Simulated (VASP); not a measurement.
Computed with PBEsol GGA, VASP's PBE PAW potentials (set 64) (plane waves; VASP).

A VASP calculation is set up with these files.

File KPOINTS:
```
Automatic mesh
0
Gamma
4 10 1
0 0 0
```

### INCAR
```
LDIPOL = .True.
LREAL = .False.   ! projection in real space or not
SIGMA = 0.1
GGA = PS   ! PBEsol
ALGO = Normal   ! blocked Davidson
ENCUT = 400   ! plane-wave cut-off (eV)
LASPH = .True.   ! aspherical one-centre terms
NELMIN = 4
EDIFF = 1E-6
ISMEAR = 1
LCHARG = .False.
LWAVE = .False.
DIPOL = 0.5 0.5 0.5
LORBIT = 11
NELM = 100   ! most electronic steps
SYSTEM = Ir(211) slab
PREC = Normal
IDIPOL = 3
LMAXMIX = 6
LVHAR = .True.
```

File POSCAR:
```
Ir(211) slab
1
    6.6387777978     0.0000000000     0.0000000000
    0.0000000000     2.7102696882     0.0000000000
    0.0000000000     0.0000000000    24.3609165620
Ir
12
Direct
  0.6771521941   0.2500000000   0.3300983635
  0.9995715791   0.7500000000   0.3584619967
  0.3312128263   0.2500000000   0.3839741987
  0.6638650303   0.7500000000   0.4216855440
  0.0031443606   0.2500000000   0.4530697131
  0.3349726311   0.7500000000   0.4830934544
  0.6650273689   0.2500000000   0.5169065456
  0.9968556394   0.7500000000   0.5469302869
  0.3361349697   0.2500000000   0.5783144560
  0.6687871737   0.7500000000   0.6160258013
  0.0004284209   0.2500000000   0.6415380033
  0.3228478059   0.7500000000   0.6699016365
```

POTCAR, in this order: Ir (PBE.64 set). Program: vasp_std. Read from the step before: WAVECAR.

The run wrote:

**OSZICAR**
```
       N       E                     dE             d eps       ncg     rms          rms(c)
DAV:   1    -0.110814988589E+03   -0.11081E+03   -0.48910E-05  3776   0.551E-02    0.295E-02
DAV:   2    -0.110815104342E+03   -0.11575E-03   -0.62097E-04  4304   0.192E-01    0.103E-01
DAV:   3    -0.110814979469E+03    0.12487E-03   -0.38274E-04  4360   0.148E-01    0.197E-02
DAV:   4    -0.110814975552E+03    0.39163E-05   -0.22920E-05  3672   0.338E-02    0.419E-03
DAV:   5    -0.110814975579E+03   -0.26561E-07   -0.16745E-06  1592   0.973E-03
   1 F= -.11081498E+03 E0= -.11081137E+03  d E =-.108310E-01
```

File OUTCAR:
```
------------------------ aborting loop because EDIFF is reached ----------------------------------------
  FORCE on cell =-STRESS in cart. coord.  units (eV):
  Direction    XX          YY          ZZ          XY          YZ          ZX
  --------------------------------------------------------------------------------------
  Total       -7.6819159    -10.2863287     -0.0293186      0.0000000      0.0000000     -0.2970059
  in kB      -28.0792734    -37.5990364     -0.1071667      0.0000000      0.0000000     -1.0856289
  external PRESSURE =     -21.9284922 kB  Pullay stress =       0.0000000 kB
  volume of cell :      438.32
      direct lattice vectors                 reciprocal lattice vectors
     6.638777798  0.000000000  0.000000000     0.150630136  0.000000000  0.000000000
     0.000000000  2.710269688  0.000000000     0.000000000  0.368966972  0.000000000
     0.000000000  0.000000000 24.360916562     0.000000000  0.000000000  0.041049359
 POSITION                                       TOTAL-FORCE (eV/Angst)
 -----------------------------------------------------------------------------------
      4.49546      0.67757      8.04150         0.014397     -0.000000     -0.003316
      6.63593      2.03270      8.73246         0.025402     -0.000000      0.012315
      2.19885      0.67757      9.35396         0.008212     -0.000000      0.003888
      4.40725      2.03270     10.27265        -0.002844     -0.000000     -0.014406
      0.02087      0.67757     11.03719        -0.014004      0.000000      0.000833
      2.22381      2.03270     11.76860        -0.006357      0.000000      0.009058
      4.41497      0.67757     12.59232         0.006357     -0.000000     -0.009058
      6.61790      2.03270     13.32372         0.014004     -0.000000     -0.000833
      2.23153      0.67757     14.08827         0.002844      0.000000      0.014406
      4.43993      2.03270     15.00695        -0.008212     -0.000000     -0.003888
      0.00284      0.67757     15.62845        -0.025402     -0.000000     -0.012315
      2.14331      2.03270     16.31942        -0.014397     -0.000000      0.003316
 -----------------------------------------------------------------------------------
    total drift:                                0.000000      0.000000     -0.000000
  FREE ENERGIE OF THE ION-ELECTRON SYSTEM (eV)
  ---------------------------------------------------
  free  energy   TOTEN  =      -110.8149755789 eV

  energy  without entropy=     -110.8041446065  energy(sigma->0) =     -110.81136525

 total charge

# of ion       s       p       d       tot
------------------------------------------
    1        0.682   0.499   6.979   8.160
    2        0.689   0.629   6.931   8.249
    3        0.668   0.629   6.929   8.225
    4        0.682   0.758   6.988   8.429
    5        0.678   0.748   6.996   8.422
    6        0.675   0.747   6.972   8.394
    7        0.675   0.747   6.972   8.394
    8        0.678   0.748   6.996   8.422
    9        0.682   0.758   6.988   8.429
   10        0.668   0.629   6.929   8.225
   11        0.689   0.629   6.931   8.249
   12        0.682   0.499   6.979   8.160
--------------------------------------------------
tot          8.147   8.024  83.588  99.759
```
(Selected blocks of OUTCAR.)

The cell is a thin slab with vacuum, built from Ir (fcc): (211) face.
